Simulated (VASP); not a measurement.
**Si48H20CO: single point with RPBE**

The system is Si48H20CO, a slab with vacuum.

```
CELL_PARAMETERS angstrom
7.68059 7.68059 0.00000
-7.68059 7.68059 0.00000
0.00000 0.00000 23.42765
ATOMIC_POSITIONS crystal
Si 0.69917 0.29785 0.40720
Si 0.82042 0.68062 0.41001
Si 0.05981 0.94445 0.40755
Si 0.30545 0.19220 0.43058
Si 0.96753 0.53696 0.44056
Si 0.21162 0.78852 0.42526
Si 0.46107 0.03255 0.44479
Si 0.55184 0.44536 0.41581
Si 0.87992 0.39037 0.37696
Si 0.87607 0.87313 0.37400
Si 0.13568 0.12765 0.37484
Si 0.37449 0.36388 0.37697
Si 0.11453 0.62570 0.37729
Si 0.37475 0.88916 0.37884
Si 0.60442 0.11751 0.37875
Si 0.62734 0.62234 0.37517
Si 0.00064 0.25333 0.32234
Si 0.00513 0.74870 0.31260
Si 0.25113 0.99682 0.31393
Si 0.49870 0.24894 0.31488
Si 0.24807 0.49884 0.32391
Si 0.49740 0.75523 0.32331
Si 0.74322 0.00248 0.32218
Si 0.75090 0.49876 0.31329
Si 0.87296 0.12683 0.26448
Si 0.87643 0.62529 0.25735
Si 0.12505 0.87712 0.25678
Si 0.37446 0.12394 0.25763
Si 0.12611 0.37543 0.26272
Si 0.37401 0.62567 0.26499
Si 0.62437 0.87404 0.26261
Si 0.62187 0.37512 0.25849
Si 0.74993 0.24991 0.20300
Si 0.74888 0.75122 0.20233
Si 0.99651 0.00358 0.20286
Si 0.24887 0.25111 0.20232
Si 0.00239 0.49840 0.20206
Si 0.25153 0.74844 0.20277
Si 0.50115 0.99802 0.20208
Si 0.49689 0.50285 0.20313
Si 0.87500 0.37500 0.14551
Si 0.87500 0.87500 0.14551
Si 0.12500 0.12500 0.14551
Si 0.37500 0.37500 0.14551
Si 0.12500 0.62500 0.14551
Si 0.37500 0.87500 0.14551
Si 0.62500 0.12500 0.14551
Si 0.62500 0.62500 0.14551
H 0.95163 0.29837 0.10671
H 0.79837 0.45163 0.10671
H 0.95163 0.79837 0.10671
H 0.79837 0.95163 0.10671
H 0.20163 0.04837 0.10671
H 0.04837 0.20163 0.10671
H 0.45163 0.29837 0.10671
H 0.29837 0.45163 0.10671
H 0.20163 0.54837 0.10671
H 0.04837 0.70163 0.10671
H 0.45163 0.79837 0.10671
H 0.29837 0.95163 0.10671
H 0.70163 0.04837 0.10671
H 0.54837 0.20163 0.10671
H 0.70163 0.54837 0.10671
H 0.54837 0.70163 0.10671
H 0.21322 0.79567 0.58006
H 0.20734 0.92992 0.53571
H 0.07805 0.82691 0.53867
H 0.25563 0.23554 0.48703
O 0.23148 0.75991 0.49444
C 0.17960 0.83248 0.53927
```

The cell was built by a generator and needn't be a form met in nature.

```yaml
Program: VASP 6.6.1
Task: single point
Functional: RPBE
Potentials_or_basis: VASP PAW PBE potentials, release 64 (Si, H, O, C)
Cutoff: 400 eV
k_mesh: 1 × 1 × 1
Occupations: gaussian, width 0.05 eV
Spin: no spin polarisation
```

The largest force is 0.432 eV/Å and the band gap on the k mesh is 0.49 eV, direct.

Forces on the atoms (eV/Å):
```
Si  -0.072 -0.003  0.025
Si   0.111 -0.015 -0.051
Si   0.113  0.005 -0.061
Si  -0.022  0.003  0.145
Si  -0.019 -0.035  0.193
Si  -0.098  0.003 -0.048
Si   0.041  0.038  0.193
Si   0.030  0.005  0.165
Si  -0.026  0.012  0.128
Si   0.001 -0.027  0.122
Si  -0.014 -0.027  0.099
Si  -0.012  0.021  0.100
Si  -0.025 -0.035  0.097
Si   0.007  0.010  0.080
Si   0.018  0.022  0.119
Si   0.018  0.032  0.122
Si   0.003 -0.007  0.042
Si  -0.067 -0.009  0.175
Si  -0.049 -0.059  0.114
Si   0.023  0.068  0.120
Si   0.006  0.000  0.029
Si   0.007 -0.002  0.044
Si   0.006  0.004  0.043
Si  -0.009  0.006  0.187
Si   0.004 -0.004 -0.021
Si  -0.011  0.000 -0.040
Si  -0.008 -0.003 -0.030
Si   0.001  0.000 -0.037
Si   0.002  0.003 -0.018
Si   0.013 -0.003 -0.010
Si  -0.001  0.003 -0.016
Si   0.009  0.003 -0.033
Si   0.021  0.003 -0.050
Si  -0.010  0.002 -0.064
Si  -0.014  0.000 -0.048
Si  -0.005 -0.002 -0.059
Si   0.010 -0.008 -0.054
Si   0.023  0.001 -0.059
Si   0.009  0.003 -0.050
Si  -0.010 -0.001 -0.048
Si   0.187 -0.020 -0.224
Si  -0.273  0.016 -0.246
Si  -0.292  0.004 -0.253
Si  -0.248  0.022 -0.234
Si   0.251  0.066 -0.325
Si   0.272 -0.063 -0.330
Si   0.198  0.005 -0.238
Si  -0.228 -0.045 -0.205
H   -0.319 -0.024 -0.021
H    0.312  0.006  0.029
H   -0.304  0.033  0.052
H    0.318 -0.006 -0.037
H   -0.307 -0.039  0.049
H    0.328  0.006 -0.044
H   -0.307  0.032  0.040
H    0.343 -0.020 -0.033
H   -0.343  0.027 -0.039
H    0.313  0.009  0.031
H   -0.340 -0.022 -0.049
H    0.314 -0.013  0.031
H   -0.315  0.014 -0.032
H    0.312 -0.002  0.029
H   -0.305 -0.028  0.045
H    0.332  0.018 -0.021
H    0.035 -0.001  0.048
H    0.015  0.007  0.050
H   -0.002  0.004  0.045
H   -0.019  0.003  0.060
O    0.224 -0.026  0.066
C   -0.154  0.030  0.207
```

Levels at points of the mesh, in eV from the valence-band top:
```csv
k point,band 109,band 110,band 111,band 112,band 113,band 114
"(0.00, 0.00, 0.00)",-0.38,-0.09,0.00,0.49,0.67,1.07
```

Wall time 2.3 min on 1 × NVIDIA H100 80GB with 1 thread of AMD EPYC 7R13 Processor (Zen 3), on a shared host, peak memory 2 GiB.

Caveat: the PAW data sets were made with another functional, which shifts forces and pressure a little.
